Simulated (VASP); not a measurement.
Consider the following.

```
CELL_PARAMETERS angstrom
      0.00000     2.40822     2.40822
      2.40822     0.00000     2.40822
      2.40822     2.40822     0.00000
ATOMIC_POSITIONS crystal
  B  0.00000 0.00000 0.00000
  As 0.25000 0.25000 0.25000
```

All values below come from PBE GGA, VASP's PBE PAW potentials (set 64) (plane waves; VASP). Run with 520 eV cut-off, Gaussian smearing of 0.050 eV, potentials B As.

Give the energies of bands 2 to 7 at the high-symmetry points, in eV from the valence-band maximum.

```tsv
band	Γ	X	U	L	W
2	0.00	-8.39	-8.03	-8.61	-7.95
3	0.00	-3.98	-5.79	-1.78	-5.34
4	0.00	-3.98	-3.40	-1.78	-5.05
5	3.25	1.46	2.05	2.55	5.24
6	3.25	1.46	5.47	4.75	5.80
7	3.25	11.13	9.05	4.75	6.75
```

The gap is indirect, 1.20 eV, from the valence maximum at Γ to the conduction minimum at Γ-X at 0.79.

Measured: gap 1.82 eV (computed value off by -0.62 eV), as given by Wikipedia, List of semiconductor materials.

The compound is BAs in the zinc blende structure. It was relaxed first.
